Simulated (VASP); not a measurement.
OSZICAR of a VASP run on P (space group R-3m):

**OSZICAR**
```
       N       E                     dE             d eps       ncg     rms          rms(c)
DAV:   1     0.174942700624E+02    0.17494E+02   -0.40397E+03  3402   0.778E+02
DAV:   2    -0.113648487662E+02   -0.28859E+02   -0.27853E+02  5139   0.117E+02
DAV:   3    -0.121618236338E+02   -0.79697E+00   -0.79387E+00  4288   0.212E+01
DAV:   4    -0.121668857909E+02   -0.50622E-02   -0.50601E-02  4881   0.184E+00
DAV:   5    -0.121669084026E+02   -0.22612E-04   -0.22604E-04  4463   0.930E-02    0.708E+00
DAV:   6    -0.121218537725E+02    0.45055E-01   -0.15362E-02  3992   0.790E-01    0.419E+00
DAV:   7    -0.120984114462E+02    0.23442E-01   -0.29065E-02  3864   0.113E+00    0.101E-01
DAV:   8    -0.120983389927E+02    0.72454E-04   -0.13645E-03  3827   0.301E-01    0.461E-02
DAV:   9    -0.120983427468E+02   -0.37542E-05   -0.46265E-05  4483   0.558E-02    0.329E-02
DAV:  10    -0.120983441658E+02   -0.14189E-05   -0.42017E-06  3898   0.140E-02    0.738E-03
DAV:  11    -0.120983441254E+02    0.40358E-07   -0.43978E-07  1889   0.560E-03
   1 F= -.12098344E+02 E0= -.12098330E+02  d E =-.120983E+02
       N       E                     dE             d eps       ncg     rms          rms(c)
DAV:   1    -0.121525476488E+02   -0.54203E-01   -0.12195E+00  3721   0.677E+00    0.109E+00
DAV:   2    -0.121284249735E+02    0.24123E-01   -0.36420E-02  3630   0.148E+00    0.627E-01
DAV:   3    -0.121184543717E+02    0.99706E-02   -0.23599E-02  3789   0.927E-01    0.167E-01
DAV:   4    -0.121184046081E+02    0.49764E-04   -0.20613E-04  4696   0.131E-01    0.131E-01
DAV:   5    -0.121183578368E+02    0.46771E-04   -0.19657E-05  4208   0.343E-02    0.687E-03
DAV:   6    -0.121183577930E+02    0.43806E-07   -0.19444E-06  3375   0.115E-02
   2 F= -.12118358E+02 E0= -.12118462E+02  d E =-.200137E-01
       N       E                     dE             d eps       ncg     rms          rms(c)
DAV:   1    -0.121193299809E+02   -0.97214E-03   -0.23801E-02  3793   0.943E-01    0.154E-01
DAV:   2    -0.121188718328E+02    0.45815E-03   -0.69423E-04  3668   0.206E-01    0.898E-02
DAV:   3    -0.121186798501E+02    0.19198E-03   -0.44822E-04  3815   0.128E-01    0.217E-02
DAV:   4    -0.121186789157E+02    0.93446E-06   -0.37656E-06  4617   0.177E-02
   3 F= -.12118679E+02 E0= -.12118797E+02  d E =-.203348E-01
       N       E                     dE             d eps       ncg     rms          rms(c)
DAV:   1    -0.121325229132E+02   -0.13843E-01   -0.11348E+00  3436   0.652E+00    0.562E-01
DAV:   2    -0.121331878996E+02   -0.66499E-03   -0.44463E-02  4252   0.184E+00    0.188E-01
DAV:   3    -0.121316802870E+02    0.15076E-02   -0.31998E-03  4174   0.374E-01    0.743E-02
DAV:   4    -0.121316140227E+02    0.66264E-04   -0.39511E-04  4460   0.143E-01    0.707E-02
DAV:   5    -0.121316078268E+02    0.61959E-05   -0.19297E-05  4153   0.336E-02    0.256E-02
DAV:   6    -0.121316076648E+02    0.16199E-06   -0.24901E-06  3399   0.123E-02
   4 F= -.12131608E+02 E0= -.12131635E+02  d E =-.129287E-01
       N       E                     dE             d eps       ncg     rms          rms(c)
DAV:   1    -0.121359185390E+02   -0.43107E-02   -0.61930E-01  3435   0.482E+00    0.433E-01
DAV:   2    -0.121362948962E+02   -0.37636E-03   -0.24825E-02  4288   0.137E+00    0.144E-01
DAV:   3    -0.121354590325E+02    0.83586E-03   -0.16803E-03  4195   0.271E-01    0.575E-02
DAV:   4    -0.121354192158E+02    0.39817E-04   -0.20174E-04  4558   0.101E-01    0.532E-02
DAV:   5    -0.121354159011E+02    0.33147E-05   -0.11120E-05  4198   0.250E-02    0.161E-02
DAV:   6    -0.121354158829E+02    0.18155E-07   -0.10908E-06  1995   0.883E-03
   5 F= -.12135416E+02 E0= -.12135473E+02  d E =-.167370E-01
       N       E                     dE             d eps       ncg     rms          rms(c)
DAV:   1    -0.121357283840E+02   -0.31248E-03   -0.77158E-02  3446   0.170E+00    0.153E-01
DAV:   2    -0.121357930724E+02   -0.64688E-04   -0.31334E-03  4355   0.486E-01    0.520E-02
DAV:   3    -0.121356921975E+02    0.10087E-03   -0.19381E-04  4165   0.920E-02    0.194E-02
DAV:   4    -0.121356867973E+02    0.54003E-05   -0.24739E-05  4656   0.349E-02    0.179E-02
DAV:   5    -0.121356863955E+02    0.40180E-06   -0.12604E-06  2342   0.869E-03
   6 F= -.12135686E+02 E0= -.12135746E+02  d E =-.170075E-01
       N       E                     dE             d eps       ncg     rms          rms(c)
DAV:   1    -0.121442716522E+02   -0.85849E-02   -0.64166E-01  3487   0.499E+00    0.516E-01
DAV:   2    -0.121424112467E+02    0.18604E-02   -0.24248E-02  4316   0.132E+00    0.233E-01
DAV:   3    -0.121408798330E+02    0.15314E-02   -0.41759E-03  4543   0.416E-01    0.801E-02
DAV:   4    -0.121408590448E+02    0.20788E-04   -0.35503E-04  4097   0.149E-01    0.428E-02
DAV:   5    -0.121408519881E+02    0.70567E-05   -0.14524E-05  4656   0.277E-02    0.189E-02
DAV:   6    -0.121408515966E+02    0.39153E-06   -0.37137E-06  3601   0.135E-02
   7 F= -.12140852E+02 E0= -.12140964E+02  d E =-.516520E-02
       N       E                     dE             d eps       ncg     rms          rms(c)
DAV:   1    -0.121408546675E+02   -0.26794E-05   -0.21891E-04  3497   0.917E-02    0.104E-02
DAV:   2    -0.121408540667E+02    0.60083E-06   -0.77684E-06  4353   0.238E-02
   8 F= -.12140854E+02 E0= -.12140968E+02  d E =-.516767E-02
       N       E                     dE             d eps       ncg     rms          rms(c)
DAV:   1    -0.121421436804E+02   -0.12890E-02   -0.62819E-02  3481   0.156E+00    0.161E-01
DAV:   2    -0.121418891114E+02    0.25457E-03   -0.24611E-03  4586   0.423E-01    0.998E-02
DAV:   3    -0.121416927608E+02    0.19635E-03   -0.30081E-04  3947   0.109E-01    0.197E-02
DAV:   4    -0.121416803360E+02    0.12425E-04   -0.26790E-05  5029   0.339E-02    0.186E-02
DAV:   5    -0.121416797623E+02    0.57366E-06   -0.52565E-07  2079   0.653E-03
   9 F= -.12141680E+02 E0= -.12141789E+02  d E =-.825696E-03
       N       E                     dE             d eps       ncg     rms          rms(c)
DAV:   1    -0.121417274956E+02   -0.47160E-04   -0.30201E-03  3479   0.343E-01    0.350E-02
DAV:   2    -0.121417154145E+02    0.12081E-04   -0.11825E-04  4593   0.928E-02    0.215E-02
DAV:   3    -0.121417060869E+02    0.93276E-05   -0.14286E-05  3969   0.237E-02    0.429E-03
DAV:   4    -0.121417054834E+02    0.60357E-06   -0.12063E-06  2048   0.744E-03
  10 F= -.12141705E+02 E0= -.12141812E+02  d E =-.851417E-03
       N       E                     dE             d eps       ncg     rms          rms(c)
DAV:   1    -0.121417411094E+02   -0.35023E-04   -0.77661E-03  3939   0.593E-01    0.793E-02
DAV:   2    -0.121417260346E+02    0.15075E-04   -0.32788E-04  4100   0.150E-01    0.469E-02
DAV:   3    -0.121417043396E+02    0.21695E-04   -0.28984E-05  4014   0.348E-02    0.772E-03
DAV:   4    -0.121417029821E+02    0.13575E-05   -0.19010E-06  3140   0.954E-03    0.439E-03
DAV:   5    -0.121417028913E+02    0.90813E-07   -0.94857E-08  1757   0.282E-03
  11 F= -.12141703E+02 E0= -.12141810E+02  d E =0.259207E-05
       N       E                     dE             d eps       ncg     rms          rms(c)
DAV:   1    -0.121417591032E+02   -0.56121E-04   -0.19757E-03  3931   0.299E-01    0.398E-02
DAV:   2    -0.121417552156E+02    0.38875E-05   -0.83548E-05  4090   0.755E-02    0.236E-02
DAV:   3    -0.121417496536E+02    0.55621E-05   -0.74170E-06  3949   0.176E-02    0.392E-03
DAV:   4    -0.121417493019E+02    0.35166E-06   -0.47143E-07  1782   0.485E-03
  12 F= -.12141749E+02 E0= -.12141856E+02  d E =-.438185E-04
```

Problem. Which electronic solver shows in the log?

Solution. It is blocked Davidson (ALGO = Normal, or the opening steps of other solvers). The INCAR had ALGO = Normal.

Problem. Can the final energy be trusted as converged?

Solution. Self-consistency was reached. It stopped with EDIFF = 1E-6, NELM = 100, NSW = 60 and EDIFFG = -0.01 after 12 ionic steps (LDA (Ceperley-Alder, Perdew-Zunger), plane waves, VASP's LDA PAW potentials (set 64)). Energy and stress use the plane-wave basis of the starting cell.

The structure comes from a computed database's P entry (R-3m); how it stands against other phases isn't given here. This run relaxes it. Symmetry was kept, so distortions that lower it aren't found.
